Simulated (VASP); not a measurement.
Crystal: Bi3F.

```
Bi F
1.0
    -3.06170    3.06170    3.06170
     3.06170   -3.06170    3.06170
     3.06170    3.06170   -3.06170
Bi F
3 1
Cartesian
  3.0617 0.0000 0.0000
  0.0000 3.0617 0.0000
  0.0000 0.0000 3.0617
  0.0000 0.0000 0.0000
```

The cell was built by a generator and needn't be a form met in nature.

The cell isn't the ideal one: random cell by space group and Wyckoff sites (Im-3m, No. 229).

* Program: VASP 6.6.1
* Task: relaxation of cell and atoms
* Functional: PBE
* Potentials or basis: VASP PAW PBE potentials, release 64 (Bi_d, F)
* Cutoff: 600 eV
* k mesh: 4 × 4 × 4
* Occupations: gaussian, width 0.1 eV
* Spin: no spin polarisation

At the start: pressure 2.5 GPa; volume 28.70 Å³/atom.

Problem. Where does the relaxation end?

Solution. Over 3 steps the energy falls by 12.6 meV/atom and the volume is 30.40 Å³/atom (+5.9 %); space group Im-3m (No. 229, to 0.05 Å).

The path:
| step | energy change (eV) | largest force (eV/Å) | pressure (GPa) | volume (Å³) |
| --- | --- | --- | --- | --- |
| 1 | 0.0000 | 0.0000 | 2.51 | 114.80 |
| 2 | -0.0499 | 0.0000 | -0.25 | 122.43 |
| 3 | -0.0505 | 0.0000 | 0.01 | 121.61 |

Final structure:
```xyz
4
Lattice="-3.1211 3.1211 3.1211 3.1211 -3.1211 3.1211 3.1211 3.1211 -3.1211" Properties=species:S:1:pos:R:3 pbc="T T T"
Bi    3.1211    0.0000    0.0000
Bi    0.0000    3.1211    0.0000
Bi    0.0000    0.0000    3.1211
F     0.0000    0.0000    0.0000
```

Caveat: the k mesh is coarse (spacing up to 0.36 Å⁻¹), so the values aren't converged.
